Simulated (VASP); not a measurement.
Input:

```yaml
crystal:
  lattice:
    - [0.00000, 2.85552, 2.85552]
    - [2.85552, 0.00000, 2.85552]
    - [2.85552, 2.85552, 0.00000]
  atoms:
    - { symbol: Ga, position: [0.00000, 0.00000, 0.00000] }
    - { symbol: As, position: [0.25000, 0.25000, 0.25000] }
```

Computed with TPSS meta-GGA, VASP's PBE PAW potentials (set 64) (plane waves; VASP 6.6.1). Settings: 520 eV cut-off, 9×9×9 Γ-centred mesh, tetrahedra with Blöchl corrections, potentials Ga_d As.

Q: What does the run give for the energy per atom (σ→0), band gap (over mesh and band path) with the smallest direct gap where there is one?

A: 
```json
{
 "band gap (over mesh and band path)": "0.44 eV",
 "smallest direct gap (over mesh and band path)": "0.44 eV",
 "energy per atom (σ→0)": "-12.097 eV/atom"
}
```

Only differences to runs with the same potentials and settings are physical.

The compound is GaAs in the zinc blende structure. It was relaxed first.
